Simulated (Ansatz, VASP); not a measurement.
One calculation of Si, two programs

```xyz
2
Lattice="0.0000 2.7399 2.7399 2.7399 0.0000 2.7399 2.7399 2.7399 0.0000" Properties=species:S:1:pos:R:3 pbc="T T T"
Si    2.7399    2.7399    2.7399
Si    4.1098    4.1098    4.1098
```

Alike in both runs: task single point; functional PBEsol-based global hybrid; k mesh 4 × 4 × 4; occupations fermi-dirac, width 0.05 eV; no spin polarisation.

```csv
,VASP,Ansatz
version,VASP 6.6.1,Ansatz 0.2.0
potentials or method,"VASP PAW PBE potentials, release 64 (Si)",Ansatz PAW
plane-wave cutoff (eV),520,420
valence electrons in the cell,8,8
```

```tsv
	VASP	Ansatz	Ansatz less VASP
gap on the k mesh at the Fermi level (eV)	2.01	1.96	-0.057
least direct gap on the mesh (eV)	4.04	3.98	-0.057
pressure (GPa)	-3.1	-2.9	+0.26
```

Caveats: the k mesh is coarse (spacing up to 0.50 Å⁻¹), so the values aren't converged (VASP); the PAW data sets were made with another functional, which shifts forces and pressure a little (VASP); the k mesh is coarse (spacing up to 0.50 Å⁻¹), so the values aren't converged, least of all with exact exchange (Ansatz); the PAW data sets come from PBE, with cores solved anew for the run's functional, which leaves a small shift of forces and pressure (Ansatz); the thresholds are loose for stress (Ansatz). A k mesh can miss the band edges.
